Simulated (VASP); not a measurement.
# BaSr3 (Pm-3m) in VASP: notebook

Runs on BaSr3. Level: LDA. Tasks: single point.

Everything below comes from runs of VASP 6.6.1. Logs are shortened: lines on timing, memory, paths and dates and some standing lists are left out, and cuts for length are marked.

### 1 Starting point

It takes space group Pm-3m (No. 221, cubic). The conventional cell has a = 7.291 Å, b = 7.291 Å, c = 7.291 Å, α = 90.00°, β = 90.00°, γ = 90.00°. Around Ba (site symmetry m-3m) lie 6 Sr at 3.65 Å. Sr (site symmetry 4/mmm) is surrounded by 2 Ba at 3.65 Å.

The cell was built by a generator and needn't be a form met in nature.

### 2 Single point, LDA

Input file INCAR:

```
ALGO     = Normal         # electronic algorithm
EDIFF    = 1E-6           # SCF threshold, eV
ENCUT    = 520            # plane-wave cutoff, eV
GGA      = CA             # functional
ISIF     = 2              # what is computed and relaxed
ISMEAR   = 1              # smearing method
LASPH    = True           # aspherical terms in the spheres
LCHARG   = False          # write CHGCAR
LREAL    = False          # projectors in reciprocal space
LWAVE    = False          # write WAVECAR
NBANDS   = 28             # bands
NELM     = 100            # most SCF steps
PREC     = Accurate       # precision mode
SIGMA    = 0.1            # smearing width, eV
```

Input file KPOINTS:

```
k-points
0
Gamma
  3 3 3
```

Input file POSCAR:

```
BaSr3
1.0
    7.2908011727      0.0000000000      0.0000000000
    0.0000000000      7.2908011727      0.0000000000
    0.0000000000      0.0000000000      7.2908011727
Ba Sr
1 3
Direct
    0.0000000000      0.0000000000      0.0000000000
    0.5000000000      0.0000000000      0.0000000000
    0.0000000000      0.0000000000      0.5000000000
    0.0000000000      0.5000000000      0.0000000000
```

Potentials or basis: VASP PAW LDA potentials, release 64 (Ba_sv, Sr_sv).

On the command line:

```bash
$ cat potpaw_LDA.64/Ba_sv/POTCAR potpaw_LDA.64/Sr_sv/POTCAR > POTCAR
$ mpirun -np 1 vasp_std > vasp.out
```

OUTCAR:

```text
EDIFF = 1E-6
   ENCUT = 520
   GGA = CA
   ISIF = 2
   ISMEAR = 1
   LASPH = True
   LREAL = False
   NELM = 100
   PREC = Accurate

 ion  position               nearest neighbor table
   1  0.000  0.000  0.000-   2 3.65   3 3.65   4 3.65   3 3.65   4 3.65   2 3.65
   2  0.500  0.000  0.000-   1 3.65   1 3.65
   3  0.000  0.000  0.500-   1 3.65   1 3.65
   4  0.000  0.500  0.000-   1 3.65   1 3.65

  LATTYP: Found a simple cubic cell.
 ALAT       =     7.2908011727

  Lattice vectors:

 A1 = (   7.2908011727,   0.0000000000,   0.0000000000)
 A2 = (   0.0000000000,   7.2908011727,   0.0000000000)
 A3 = (   0.0000000000,   0.0000000000,   7.2908011727)

Analysis of symmetry for initial positions (statically):
=====================================================================
 Subroutine PRICEL returns:
 Original cell was already a primitive cell.

 Routine SETGRP: Setting up the symmetry group for a
 simple cubic supercell.

 Subroutine GETGRP returns: Found 48 space group operations
 (whereof 48 operations were pure point group operations)
 out of a pool of 48 trial point group operations.

The static configuration has the point symmetry O_h .

Analysis of symmetry for dynamics (positions and initial velocities):
=====================================================================
 Subroutine PRICEL returns:
 Original cell was already a primitive cell.

 Routine SETGRP: Setting up the symmetry group for a
 simple cubic supercell.

 Subroutine GETGRP returns: Found 48 space group operations
 (whereof 48 operations were pure point group operations)
 out of a pool of 48 trial point group operations.

The dynamic configuration has the point symmetry O_h .

 Subroutine INISYM returns: Found 48 space group operations
 (whereof 48 operations are pure point group operations),
 and found     1 'primitive' translations

----------------------------------------------------------------------------------------

                                     Primitive cell

  volume of cell :     387.5482

  direct lattice vectors                    reciprocal lattice vectors
     7.290801173  0.000000000  0.000000000     0.137159137  0.000000000  0.000000000
     0.000000000  7.290801173  0.000000000     0.000000000  0.137159137  0.000000000
     0.000000000  0.000000000  7.290801173     0.000000000  0.000000000  0.137159137

  length of vectors
     7.290801173  7.290801173  7.290801173     0.137159137  0.137159137  0.137159137

  position of ions in fractional coordinates (direct lattice)
     0.000000000  0.000000000  0.000000000
     0.500000000  0.000000000  0.000000000
     0.000000000  0.000000000  0.500000000
     0.000000000  0.500000000  0.000000000

  ion indices of the primitive-cell ions
   primitive index   ion index
                 1           1
                 2           2
                 3           3
                 4           4

----------------------------------------------------------------------------------------

 KPOINTS: k-points

Automatic generation of k-mesh.
 Grid dimensions read from file:
 generate k-points for:    3    3    3

 Generating k-lattice:

  Cartesian coordinates                     Fractional coordinates (reciprocal lattice)
     0.045719712  0.000000000  0.000000000     0.333333333  0.000000000  0.000000000
     0.000000000  0.045719712  0.000000000     0.000000000  0.333333333  0.000000000
     0.000000000  0.000000000  0.045719712     0.000000000  0.000000000  0.333333333

  Length of vectors
     0.045719712  0.045719712  0.045719712

  Shift w.r.t. Gamma in fractional coordinates (k-lattice)
     0.000000000  0.000000000  0.000000000

 Subroutine IBZKPT returns following result:
 ===========================================

 Found      4 irreducible k-points:

 Following reciprocal coordinates:
            Coordinates               Weight
  0.000000  0.000000  0.000000      1.000000
  0.333333  0.000000  0.000000      6.000000
  0.333333  0.333333  0.000000     12.000000
  0.333333  0.333333  0.333333      8.000000
   k-points           NKPTS =      4   k-points in BZ     NKDIM =      4   number of bands    NBANDS=     28
   number of dos      NEDOS =    301   number of ions     NIONS =      4
   total plane-waves  NPLWV = 157464
   dimension x,y,z NGX =    54 NGY =   54 NGZ =   54
   dimension x,y,z NGXF=   108 NGYF=  108 NGZF=  108
   ions per type =               1   3
   NGX,Y,Z   is equivalent  to a cutoff of  12.31, 12.31, 12.31 a.u.
   NGXF,Y,Z  is equivalent  to a cutoff of  24.63, 24.63, 24.63 a.u.
 SYSTEM =  unknown system
   PREC   = accura    normal or accurate (medium, high low for compatibility)
   ISTART =      0    job   : 0-new  1-cont  2-samecut
   ICHARG =      2    charge: 1-file 2-atom 10-const
   ISPIN  =      1    spin polarized calculation?
   LNONCOLLINEAR =      F non collinear calculations
   LSORBIT =      F    spin-orbit coupling
   LASPH  =      T    aspherical Exc in radial PAW
   ENCUT  =  520.0 eV  38.22 Ry    6.18 a.u.  13.56 13.56 13.56*2*pi/ulx,y,z
   NELM   =    100;   NELMIN=  2; NELMDL= -5     # of ELM steps
   EDIFF  = 0.1E-05   stopping-criterion for ELM
   LREAL  =      F    real-space projection
   EDIFFG = 0.1E-04   stopping-criterion for IOM
   NSW    =      0    number of steps for IOM
   IBRION =     -1    ionic relax: 0-MD 1-quasi-New 2-CG
   NFREE  =      0    steps in history (QN), initial steepest desc. (CG)
   ISIF   =      2    stress and relaxation
   ISYM   =      2    0-nonsym 1-usesym 2-fastsym
   POTIM  = 0.5000    time-step for ionic-motion
   TEBEG  =    0.0;   TEEND  =   0.0 temperature during run
   PSTRESS=    0.0 pullay stress
   NELECT =      40.0000    total number of electrons
   NUPDOWN=      -1.0000    fix difference up-down
   EMIN   =  10.00;   EMAX   =-10.00  energy-range for DOS
   EFERMI =   0.00;   METHOD = LEGACY
   ISMEAR =     1;   SIGMA  =   0.10  broadening in eV -4-tet -1-fermi 0-gaus
   EFERMI_NEDOS =   21; number of points for ismear=-14 and -15
   IALGO  =     38    algorithm
   IMIX   =      4    mixing-type and parameters
     AMIX     =   0.40;   BMIX     =  1.00
     AMIX_MAG =   1.60;   BMIX_MAG =  1.00
  volume/ion in A,a.u.               =      96.89       653.83
  Fermi-wavevector in a.u.,A,eV,Ry     =   0.767926  1.451170  8.023504  0.589711
  Thomas-Fermi vector in A             =   1.868589
   LORBIT       =      0    0 simple, 1 ext, 2 COOP (PROOUT), +10 PAW based schemes
   GGA     = CA    functional components
   LHFCALC =     F    Hartree Fock is set to
   AEXX    =    0.0000 exact exchange contribution
   IVDW    =     0    specifies the selected vdW correction
   LEPSILON=     F    determine dielectric tensor
   LRPA    =     F    only Hartree local field effects (RPA)
 non-spin polarized calculation
 Methfessel and Paxton  Order N= 1 SIGMA  =   0.10
  energy-cutoff  :      520.00
  volume of cell :      387.55
 maximum number of plane-waves:     10453
 NGX is ok and might be reduce to    54
   NGX = 27   NGY = 27   NGZ = 27

 number of electron      39.9999998 magnetization

 Free energy of the ion-electron system (eV)
  ---------------------------------------------------
  ext. energy  EPLUGINS =         0.00000000
  ---------------------------------------------------
  free energy    TOTEN  =        -3.65614029 eV

  energy without entropy =       -3.63164628  energy(sigma->0) =       -3.64797562

 E-fermi :  -0.4060     XC(G=0):  -5.6807

 val. band max:       -0.4176721075   @ k =   0.3333   0.3333   0.0000
 cond. band min:      -0.4049637611   @ k =   0.3333   0.3333   0.3333
 fundamental gap:      0.0127083464
 Fermi energy:        -0.4059696488

 k-point     1 :       0.0000    0.0000    0.0000
  band No.  band energies     occupation
      1     -37.4070      2.00000
      2     -37.4059      2.00000
      3     -37.4059      2.00000
      4     -28.9571      2.00000
      5     -19.5019      2.00000
      6     -19.5019      2.00000
      7     -19.5019      2.00000
      8     -19.4651      2.00000
      9     -19.4651      2.00000
     10     -19.4651      2.00000
     11     -19.4639      2.00000
     12     -19.4639      2.00000
     13     -19.4639      2.00000
     14     -14.2463      2.00000
     15     -14.2463      2.00000
     16     -14.2463      2.00000
     17      -2.8609      2.00000
     18      -0.9242      2.00000
     19      -0.9242      2.00000
     20      -0.5469      2.06283
     21      -0.5469      2.06283
     22      -0.5469      2.06283
     23       0.1511     -0.00000
     24       0.6637     -0.00000
     25       0.6637     -0.00000
     26       0.6862     -0.00000
     27       0.6862     -0.00000
     28       0.6862     -0.00000

 k-point     2 :       0.3333    0.0000    0.0000
  band No.  band energies     occupation
      1     -37.4068      2.00000
      2     -37.4061      2.00000
      3     -37.4059      2.00000
      4     -28.9578      2.00000
      5     -19.5006      2.00000
      6     -19.5006      2.00000
      7     -19.4861      2.00000
      8     -19.4659      2.00000
      9     -19.4658      2.00000
     10     -19.4658      2.00000
     11     -19.4651      2.00000
     12     -19.4644      2.00000
     13     -19.4644      2.00000
     14     -14.2889      2.00000
     15     -14.2471      2.00000
     16     -14.2471      2.00000
     17      -2.5554      2.00000
     18      -1.1797      2.00000
     19      -0.8075      2.00000
     20      -0.5071      2.05257
     21      -0.4024      0.94028
     22      -0.4024      0.94028
     23       0.2396     -0.00000
     24       0.4690     -0.00000
     25       0.6357     -0.00000
     26       0.6357     -0.00000
     27       0.7672     -0.00000
     28       1.3680     -0.00000

 k-point     3 :       0.3333    0.3333    0.0000
  band No.  band energies     occupation
      1     -37.4066      2.00000
      2     -37.4062      2.00000
      3     -37.4061      2.00000
      4     -28.9584      2.00000
      5     -19.4992      2.00000
      6     -19.4875      2.00000
      7     -19.4834      2.00000
      8     -19.4710      2.00000
      9     -19.4659      2.00000
     10     -19.4656      2.00000
     11     -19.4656      2.00000
     12     -19.4654      2.00000
     13     -19.4611      2.00000
     14     -14.2899      2.00000
     15     -14.2898      2.00000
     16     -14.2480      2.00000
     17      -2.2114      2.00000
     18      -1.0395      2.00000
     19      -0.9699      2.00000
     20      -0.4177      1.19657
     21      -0.3514      0.21164
     22      -0.3314      0.05008
     23       0.1348     -0.00000
     24       0.5682     -0.00000
     25       0.5934     -0.00000
     26       0.7419     -0.00000
     27       1.0465     -0.00000
     28       1.3041     -0.00000

 k-point     4 :       0.3333    0.3333    0.3333
  band No.  band energies     occupation
      1     -37.4064      2.00000
      2     -37.4062      2.00000
      3     -37.4062      2.00000
      4     -28.9590      2.00000
      5     -19.4890      2.00000
      6     -19.4827      2.00000
      7     -19.4827      2.00000
      8     -19.4711      2.00000
      9     -19.4709      2.00000
     10     -19.4709      2.00000
     11     -19.4611      2.00000
     12     -19.4611      2.00000
     13     -19.4609      2.00000
     14     -14.2908      2.00000
     15     -14.2907      2.00000
     16     -14.2907      2.00000
     17      -1.8155      2.00000
     18      -0.8916      2.00000
     19      -0.8916      2.00000
     20      -0.4050      0.98298
     21      -0.2889     -0.06996
     22      -0.2889     -0.06996
     23      -0.1681     -0.00391
     24       0.6598     -0.00000
     25       0.6598     -0.00000
     26       0.8214     -0.00000
     27       1.0876     -0.00000
     28       1.0876     -0.00000

------------------------ aborting loop because EDIFF is reached ----------------------------------------

  FORCE on cell =-STRESS in cart. coord.  units (eV):
  Direction    XX          YY          ZZ          XY          YZ          ZX
  --------------------------------------------------------------------------------------
  -------------------------------------------------------------------------------------
  Total       -0.0735781     -0.0735781     -0.0735781      0.0000000      0.0000000      0.0000000
  in kB       -0.3041819     -0.3041819     -0.3041819      0.0000000      0.0000000      0.0000000
  external PRESSURE =      -0.3041819 kB  Pullay stress =       0.0000000 kB

 VOLUME and BASIS-vectors are now :
 -----------------------------------------------------------------------------
  energy-cutoff  :      520.00
  volume of cell :      387.55
      direct lattice vectors                 reciprocal lattice vectors
     7.290801173  0.000000000  0.000000000     0.137159137  0.000000000  0.000000000
     0.000000000  7.290801173  0.000000000     0.000000000  0.137159137  0.000000000
     0.000000000  0.000000000  7.290801173     0.000000000  0.000000000  0.137159137

 POSITION                                       TOTAL-FORCE (eV/Angst)
 -----------------------------------------------------------------------------------
      0.00000      0.00000      0.00000         0.000000      0.000000      0.000000
      3.64540      0.00000      0.00000         0.000000      0.000000      0.000000
      0.00000      0.00000      3.64540         0.000000      0.000000      0.000000
      0.00000      3.64540      0.00000         0.000000      0.000000      0.000000
 -----------------------------------------------------------------------------------
    total drift:                                0.000000      0.000000      0.000000

  FREE ENERGIE OF THE ION-ELECTRON SYSTEM (eV)
  ---------------------------------------------------
  free  energy   TOTEN  =        -3.6561402923 eV

  energy  without entropy=       -3.6316462821  energy(sigma->0) =       -3.64797562
```

Run time: 30 s. Hardware: 1 thread of Intel Xeon Platinum 8488C (Sapphire Rapids), shared host; peak memory 0.32 GiB.

What came out:

```yaml
Free_energy: -3.6561 eV
Pressure: 0.0 GPa
Band_gap_on_the_k_mesh: none (metal or under the smearing width)
```

Spin-orbit coupling is left out, which matters for the levels of Ba.

### 3 Single point, LDA

This run uses another cell than the first one, of 97.86 Å³/atom, 1.010 times its volume.

Input file INCAR:

```
PREC = Accurate ; ENCUT = 520
EDIFF = 1E-6 ; ISMEAR = 1
SIGMA = 0.1 ; LREAL = False
LASPH = True ; NELM = 100
ALGO = Normal ; ISIF = 2
LWAVE = False ; LCHARG = False
NBANDS = 28
```

Input file KPOINTS:

```
regular mesh
0
Gamma
  3 3 3
```

Input file POSCAR:

```
BaSr3
1.0
    7.3150232814      0.0000000000      0.0000000000
    0.0000000000      7.3150232814      0.0000000000
    0.0000000000      0.0000000000      7.3150232814
Ba Sr
1 3
Direct
    0.0000000000      0.0000000000      0.0000000000
    0.5000000000      0.0000000000      0.0000000000
    0.0000000000      0.0000000000      0.5000000000
    0.0000000000      0.5000000000      0.0000000000
```

Potentials or basis: VASP PAW LDA potentials, release 64 (Ba_sv, Sr_sv).

On the command line:

```bash
$ cat potpaw_LDA.64/Ba_sv/POTCAR potpaw_LDA.64/Sr_sv/POTCAR > POTCAR
$ mpirun -np 1 vasp_std > vasp.out
```

It took 33 s on 1 thread of Intel Xeon Platinum 8488C (Sapphire Rapids), shared host; peak memory 0.31 GiB.

Results (log left out):

* Free energy: -3.6551 eV
* Pressure: -0.1 GPa
* Band gap on the k mesh: none (metal or under the smearing width)

Levels at points of the mesh, in eV from the Fermi level:
| k point | band 17 | band 18 | band 19 | band 20 | band 21 | band 22 | band 23 | band 24 |
| --- | --- | --- | --- | --- | --- | --- | --- | --- |
| (0.00, 0.00, 0.00) | -2.46 | -0.53 | -0.53 | -0.14 | -0.14 | -0.14 | 0.55 | 1.06 |
